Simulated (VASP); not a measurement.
Method: PBE GGA, VASP's PBE PAW potentials (set 64) (plane waves; VASP).

VASP ran on this input.

File KPOINTS:
```
Automatic mesh
0
Gamma
8 8 8
0 0 0
```

**INCAR**
```
# general
SYSTEM  = CoSn
PREC    = Accurate
ENCUT   = 400
LREAL   = .FALSE.
LASPH   = .TRUE.   # aspherical one-centre terms

# electronic loop
EDIFF   = 1E-7
NELM    = 100   # most electronic steps
ALGO    = Normal   # blocked Davidson
LMAXMIX = 4   # l cut-off of mixed one-centre charges

# smearing
ISMEAR  = -5

# functional
GGA     = PE   # PBE

# ions
ISIF    = 2

# output
LWAVE   = .FALSE.
LCHARG  = .TRUE.
LORBIT  = 11
NEDOS   = 601   # DOS grid

# other
LEFG    = .TRUE.
```

POSCAR:
```
CoSn
1
    2.6474486501    -4.5855154650     0.0000000000
    2.6474486501     4.5855154650    -0.0000000000
    0.0000000000    -0.0000000000     4.2239677876
Co Sn
3 3
Direct
  0.5000000000   0.0000000000   1.0000000000
  0.5000000000   0.5000000000   0.0000000000
  0.0000000000   0.5000000000   0.0000000000
  0.0000000000   0.0000000000   0.0000000000
  0.3333330000   0.6666670000   0.5000000000
  0.6666670000   0.3333330000   0.5000000000
```

POTCAR, in this order: Co Sn_d (PBE.64 set). Program: vasp_std.

Output

### OSZICAR
```
       N       E                     dE             d eps       ncg     rms          rms(c)
DAV:   1     0.638951970878E+03    0.63895E+03   -0.27252E+04  4182   0.228E+03
DAV:   2     0.593396512984E+02   -0.57961E+03   -0.56736E+03  4101   0.583E+02
DAV:   3    -0.314161789526E+02   -0.90756E+02   -0.88677E+02  4296   0.218E+02
DAV:   4    -0.356525703360E+02   -0.42364E+01   -0.42061E+01  4742   0.536E+01
DAV:   5    -0.357893463941E+02   -0.13678E+00   -0.13644E+00  5756   0.868E+00    0.145E+01
DAV:   6    -0.374675814944E+02   -0.16782E+01   -0.35164E+01  5072   0.546E+01    0.159E+01
DAV:   7    -0.334467379360E+02    0.40208E+01   -0.19450E+01  4992   0.415E+01    0.506E+00
DAV:   8    -0.332749787140E+02    0.17176E+00   -0.16179E+00  4430   0.865E+00    0.150E+00
DAV:   9    -0.332497466353E+02    0.25232E-01   -0.17884E-01  5145   0.465E+00    0.565E-01
DAV:  10    -0.332489127343E+02    0.83390E-03   -0.13108E-02  4665   0.999E-01    0.351E-01
DAV:  11    -0.332478980807E+02    0.10147E-02   -0.22587E-03  5436   0.460E-01    0.814E-02
DAV:  12    -0.332479111601E+02   -0.13079E-04   -0.31616E-04  4978   0.135E-01    0.246E-02
DAV:  13    -0.332479215393E+02   -0.10379E-04   -0.34640E-05  4812   0.607E-02    0.986E-03
DAV:  14    -0.332479243185E+02   -0.27792E-05   -0.46572E-06  4980   0.158E-02    0.262E-03
DAV:  15    -0.332479242200E+02    0.98531E-07   -0.80936E-07  4451   0.730E-03
   1 F= -.33247924E+02 E0= -.33247924E+02  d E =0.000000E+00
```

### OUTCAR
```
------------------------ aborting loop because EDIFF is reached ----------------------------------------
  FORCE on cell =-STRESS in cart. coord.  units (eV):
  Direction    XX          YY          ZZ          XY          YZ          ZX
  --------------------------------------------------------------------------------------
  Total       -0.1022292     -0.1022292      0.1483927      0.0000000     -0.0000000     -0.0000000
  in kB       -1.5970530     -1.5970529      2.3182311      0.0000000     -0.0000000     -0.0000000
  external PRESSURE =      -0.2919583 kB  Pullay stress =       0.0000000 kB
  volume of cell :      102.56
      direct lattice vectors                 reciprocal lattice vectors
     2.647448650 -4.585515465  0.000000000     0.188861076 -0.109038995  0.000000000
     2.647448650  4.585515465  0.000000000     0.188861076  0.109038995  0.000000000
     0.000000000  0.000000000  4.223967788     0.000000000  0.000000000  0.236744230
 POSITION                                       TOTAL-FORCE (eV/Angst)
 -----------------------------------------------------------------------------------
      1.32372     -2.29276      0.00000        -0.000000      0.000000      0.000000
      2.64745      0.00000      0.00000        -0.000000      0.000000      0.000000
      1.32372      2.29276      0.00000        -0.000000      0.000000      0.000000
      0.00000      0.00000      0.00000        -0.000000      0.000000      0.000000
      2.64745      1.52851      2.11198         0.000000      0.000000      0.000000
      2.64745     -1.52851      2.11198        -0.000000     -0.000000      0.000000
 -----------------------------------------------------------------------------------
    total drift:                                0.000000      0.000000      0.000000
  FREE ENERGIE OF THE ION-ELECTRON SYSTEM (eV)
  ---------------------------------------------------
  free  energy   TOTEN  =       -33.2479242200 eV

  energy  without entropy=      -33.2479242200  energy(sigma->0) =      -33.24792422

 total charge

# of ion       s       p       d       tot
------------------------------------------
    1        0.395   0.452   7.463   8.309
    2        0.395   0.452   7.463   8.309
    3        0.395   0.452   7.463   8.309
    4        1.162   1.095  10.035  12.292
    5        1.129   1.243  10.064  12.436
    6        1.129   1.243  10.064  12.436
--------------------------------------------------
tot          4.605   4.935  52.551  62.091

 Electric field gradients after diagonalization (V/A^2)
 (convention: |V_zz| > |V_xx| > |V_yy|)
----------------------------------------------------------------------
 ion       V_xx      V_yy      V_zz     asymmetry (V_yy - V_xx)/ V_zz
----------------------------------------------------------------------
   1     -16.190    -2.680    18.870       0.716
   2     -16.187    -2.685    18.872       0.715
   3     -16.190    -2.680    18.870       0.716
   4    -215.681  -215.676   431.357       0.000
   5     108.218   108.211  -216.430       0.000
   6     108.218   108.211  -216.430       0.000
```
(Selected blocks of OUTCAR.)

For a metal the tetrahedron method with Blöchl corrections gives inexact stress and forces.

The compound is CoSn in the sg191 structure. It was relaxed first. The run is not spin-polarised, so no magnetic state was tried. The electron count is odd and the run is not spin-polarised, which forces a metal.
